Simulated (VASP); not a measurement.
An input for Ansatz (written as the equivalent of a VASP run, and not itself run):

Ansatz 0.2 input:
```yaml
crystal:
  lattice:
    - [3.0375058, 0.0000000, 0.0000000]
    - [-1.5187529, 2.6305573, 0.0000000]
    - [0.0000000, 0.0000000, 4.6529970]
  atoms:
    - { symbol: Ge, position: [0.3333330, 0.6666670, 0.2500000] }
    - { symbol: Ge, position: [0.6666670, 0.3333330, 0.7500000] }
kpoints:
  mp_grid: { grid: [12, 12, 7] }
hamiltonian:
  xc: r2scan
  pseudopotentials: { kind: paw }
scf:
  occupations: { method: methfessel_paxton, width: 0.1 }
  max_iter: 100
relax:
  max_steps: 60
  f_tol: 0.01
  cell: {}
output: { forces: true, stress: true, eigenvalues: true }
```

Task: Write the VASP files for the same calculation (r2SCAN).

Result: This is not unique; one that fits is 
File POSCAR:
```
Ge
1.0
  3.0375058224   0.0000000000   0.0000000000
 -1.5187529112   2.6305573172   0.0000000000
  0.0000000000   0.0000000000   4.6529969802
Ge
2
Direct
  0.3333330000   0.6666670000   0.2500000000
  0.6666670000   0.3333330000   0.7500000000
```

**KPOINTS**
```
Automatic mesh
0
Gamma
12 12 7
0 0 0
```

### INCAR
```
! general
SYSTEM  = Ge
PREC    = Accurate
ENCUT   = 400
LREAL   = .FALSE.
LASPH   = .TRUE.

! electronic loop
EDIFF   = 1E-6
NELM    = 100
ALGO    = Normal
LMAXMIX = 4
LMIXTAU = .TRUE.

! smearing
ISMEAR  = 1
SIGMA   = 0.1

! functional
METAGGA = R2SCAN

! ions
IBRION  = 2
NSW     = 60
ISIF    = 3
EDIFFG  = -0.01

! output
LWAVE   = .FALSE.
LCHARG  = .FALSE.
```

POTCAR, in this order: Ge_d (PBE.64 set). Program: vasp_std.

Limits of the translation: each code has its own PAW files, so the cut-off isn't converted (ENCUT is set for VASP's; basis.ecutwfc is left out, and Ansatz then takes the one that its files recommend); Ansatz stops its SCF on the density residual and VASP on the energy change (EDIFF).

The structure was generated: Ge was put into the hcp type (P6_3/mmc), which need not be its known phase. This run relaxes it. Symmetry was kept, so distortions that lower it aren't found. The start is the result of an earlier pass.
